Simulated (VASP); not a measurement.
Method: PBE GGA, VASP's PBE PAW potentials (set 64) (plane waves; VASP 6.6.1).

The input files of a VASP run:

**INCAR**
```
LASPH  =  .True.   # aspherical one-centre terms
ISMEAR  =  1   # Methfessel-Paxton
ISIF  =  4
ENCUT  =  520   # plane-wave cut-off (eV)
ALGO  =  Normal
EDIFFG  =  -0.01   # ionic stop
SYSTEM  =  Zn
NSW  =  30   # most ionic steps
LMAXMIX  =  4   # l cut-off of mixed one-centre charges
NELM  =  100   # most electronic steps
GGA  =  PE
LCHARG  =  .False.
LWAVE  =  .False.
IBRION  =  2   # conjugate gradients
SIGMA  =  0.1
LREAL  =  .False.   # projection in real space or not
EDIFF  =  1E-7   # SCF stop (eV)
PREC  =  Accurate
```

### KPOINTS
```
Regular mesh
0
Gamma
  16 16 8
0 0 0
```

**POSCAR**
```
Zn
1
    1.3254779354    -2.2957955586     0.0000000000
    1.3254779354     2.2957955586     0.0000000000
    0.0000000000     0.0000000000     4.8173668999
Zn
2
Direct
  0.3333330000   0.6666670000   0.2500000000
  0.6666670000   0.3333330000   0.7500000000
```

POTCAR, in this order: Zn (PBE.64 set). Program: vasp_std.

Task: What will the output report for the number of irreducible k-points (NKPTS), largest plane-wave count, number of space-group operations, FFT grid (NGX, NGY, NGZ)?

Result: 
- number of irreducible k-points (NKPTS): 150
- largest plane-wave count: 809
- number of space-group operations: 24
- FFT grid (NGX, NGY, NGZ): 20 × 20 × 36

The compound is Zn in the hcp structure. This cell is one point of a volume scan, at 0.97 of the reference volume. Symmetry was kept, so distortions that lower it aren't found.
